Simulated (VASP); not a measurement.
```
CELL_PARAMETERS angstrom
     -1.79265     1.79265     4.38759
      1.79265    -1.79265     4.38759
      1.79265     1.79265    -4.38759
ATOMIC_POSITIONS crystal
  Nd 0.00000 0.00000 0.00000
  B  0.33530 0.33530 0.00000
  B  0.66470 0.66470 0.00000
```

Level of theory: PBE GGA, VASP's PBE PAW potentials (set 64) (plane waves; VASP). Settings: 520 eV cut-off, 11×11×11 Γ-centred mesh, first-order Methfessel-Paxton smearing of 0.10 eV, potentials Nd_3 B.

The 4f electrons are frozen in the core of the lanthanide potential, so 4f levels, which can set the real gap, and their magnetism are missing.

Q: Give the force on each atom (eV/Å).

A: 
| atom | Fx | Fy | Fz |
|---|---|---|---|
| Nd1 | 0.000 | 0.000 | 0.000 |
| B2 | 0.000 | 0.000 | -0.350 |
| B3 | 0.000 | 0.000 | 0.350 |

Q: Give the stress tensor in GPa (positive for a compressed cell).

A: 
```
 -4.61    0.00    0.00
  0.00   -4.61    0.00
  0.00    0.00  -16.93
```
The pressure is its mean diagonal, -8.72 GPa.

The structure was generated: NdB2 was put into the MoSi2 type (I4/mmm), which need not be its known phase. The cell was not relaxed at this level. The electron count is odd and the run is not spin-polarised, which forces a metal.
